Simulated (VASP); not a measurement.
Input:

```xyz
5
Lattice="3.9050 0.0000 0.0000 0.0000 3.9050 0.0000 0.0000 0.0000 3.9050" Properties=species:S:1:pos:R:3 pbc="T T T"
Sr     0.0000     0.0000     0.0000
Ti     1.9525     1.9525     1.9525
O      1.9525     0.0000     1.9525
O      0.0000     1.9525     1.9525
O      1.9525     1.9525     0.0000
```

The numbers are results of LDA (Ceperley-Alder, Perdew-Zunger), VASP's LDA PAW potentials (set 64) (plane waves; VASP 6.6.1), not measurements. Numerical set-up: 400 eV cut-off, 6×6×6 Γ-centred mesh, Fermi-Dirac smearing of 0.010 eV, potentials Sr_sv Ti_sv O.

At this cut-off the stress carries a Pulay error, which pulls relaxed volumes low.

### Question
Give the stress tensor in GPa (positive for a compressed cell).

### Answer

```
-11.36    0.00    0.00
  0.00  -11.36    0.00
  0.00    0.00  -11.36
```
The pressure is its mean diagonal, -11.36 GPa.

The structure is a typed SrTiO3 crystal (Pm-3m). The cell was not relaxed at this level.
